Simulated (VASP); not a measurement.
All values below come from PBEsol GGA, VASP's PBE PAW potentials (set 64) (plane waves; VASP 6.6.1).

VASP input:

### KPOINTS
```
Automatic
0
gamma
 15 15 4
0 0 0
```

### INCAR
```
ALGO = Normal
EDIFF = 1E-7
ENCUT = 400
GGA = PS
ISIF = 2
ISMEAR = -5
LASPH = T
LCHARG = T
LEFG = T
LMAXMIX = 6
LORBIT = 11
LREAL = F
LWAVE = F
NEDOS = 601
NELM = 100
PREC = Accurate
SYSTEM = Ag2Ir2
```

**POSCAR**
```
Ag2Ir2
1
    0.0000000000     1.9414083050     1.9414083050
    1.9414083050     0.0000000000     1.9414083050
    7.9580089240     7.9580089240    -0.1923757040
Ir Ag
2 2
Direct
  0.9850652096   0.9850652096   0.0112010928
  0.0149347904   0.0149347904   0.2387989072
  0.0066127858   0.0066127858   0.4950404107
  0.9933872142   0.9933872142   0.7549595893
```

POTCAR, in this order: Ir Ag (PBE.64 set). Program: vasp_std.

Unless said otherwise, spin-orbit coupling is left out, though it shifts the bands of the heavy elements here.

**Question.** Estimate the energy per atom (σ→0), band gap (on the k-mesh).

**Answer.** 
```yaml
energy per atom (σ→0): -6.383 eV/atom
band gap (on the k-mesh): none (metal, semimetal or under 0.01 eV)
```

**OSZICAR**
```
...
DAV:  10    -0.255323473220E+02    0.93185E-03   -0.56550E-03 13448   0.657E-01    0.938E-02
DAV:  11    -0.255323433888E+02    0.39331E-05   -0.40631E-04 13704   0.176E-01    0.288E-02
DAV:  12    -0.255323539902E+02   -0.10601E-04   -0.86204E-05 12504   0.562E-02    0.141E-02
DAV:  13    -0.255323500206E+02    0.39696E-05   -0.62400E-06 13168   0.210E-02    0.270E-03
DAV:  14    -0.255323510727E+02   -0.10520E-05   -0.63059E-07 13360   0.978E-03    0.101E-03
DAV:  15    -0.255323505675E+02    0.50516E-06   -0.59671E-08  6776   0.288E-03    0.207E-04
DAV:  16    -0.255323505386E+02    0.28893E-07   -0.98997E-09  6360   0.958E-04
   1 F= -.25532351E+02 E0= -.25532351E+02  d E =0.000000E+00
```

The structure was generated: Ag2Ir2 was put into an ordered model structure (R-3m), which need not be its known phase. It was relaxed first.
